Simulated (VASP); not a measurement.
VASP input:

**INCAR**
```
SYSTEM = BaTiO3
PREC = Accurate; ENCUT = 520; LREAL = .False.
LASPH = .True.
EDIFF = 1E-7; NELM = 100; ALGO = Normal
LMAXMIX = 4
ISMEAR = -5
GGA = BO; LUSE_VDW = .True.; AGGAC = 0.0
PARAM1 = 0.1833333333; PARAM2 = 0.22
ISIF = 2
LWAVE = .False.; LCHARG = .True.; LORBIT = 11
NEDOS = 601
LEFG = .True.
```

KPOINTS:
```
Automatic mesh
0
Gamma
6 6 6
0 0 0
```

File POSCAR:
```
BaTiO3
4.0030410
  0.9999999218   0.0000000000   0.0000000000
  0.0000000000   0.9999999218   0.0000000000
  0.0000000000   0.0000000000   1.0280647966
Ba Ti O
1 1 3
Cartesian
  0.0000000000   0.0000000000   0.0034725005
  0.4999999609   0.4999999609   0.5360226648
  0.4999999609   0.4999999609   0.9975267357
  0.0000000000   0.4999999609   0.4980648788
  0.4999999609   0.0000000000   0.4980648788
```

POTCAR, in this order: Ba_sv Ti_sv O (PBE.64 set). Program: vasp_std.

### Question
Translate this optB88-vdW calculation to Quantum ESPRESSO's pw.x.

### Answer
One equivalent input (not run):
```
&CONTROL
  calculation = 'scf'
  pseudo_dir = './pseudo'
  outdir = './out'
  tprnfor = .true.
  tstress = .true.
/
&SYSTEM
  ibrav = 0
  nat = 5
  ntyp = 3
  ecutwfc = 84
  occupations = 'tetrahedra'
  input_dft = 'vdw-df-obk8'
/
&ELECTRONS
  conv_thr = 7.3e-09
  electron_maxstep = 100
/
ATOMIC_SPECIES
  Ba 137.327 Ba.upf
  Ti 47.867 Ti.upf
  O 15.999 O.upf
CELL_PARAMETERS angstrom
     4.0030407    0.0000000    0.0000000
     0.0000000    4.0030407    0.0000000
     0.0000000    0.0000000    4.1153855
ATOMIC_POSITIONS crystal
  Ba   0.0000000  0.0000000  0.0033777
  Ti   0.5000000  0.5000000  0.5213900
  O    0.5000000  0.5000000  0.9702956
  O    0.0000000  0.5000000  0.4844684
  O    0.5000000  0.0000000  0.4844684
K_POINTS automatic
  6 6 6 0 0 0
```
The two are equivalent in intent, not identical: the potentials are each code's own (VASP's PAW set, PseudoDojo norm-conserving files in pw.x), so ENCUT and ecutwfc are chosen apart and not converted; conv_thr bounds pw.x's estimated SCF error, while EDIFF bounds the energy change between steps; the field gradients of LEFG aren't asked of the other code.

The compound is BaTiO3 in the tetragonal perovskite structure. It was relaxed first.
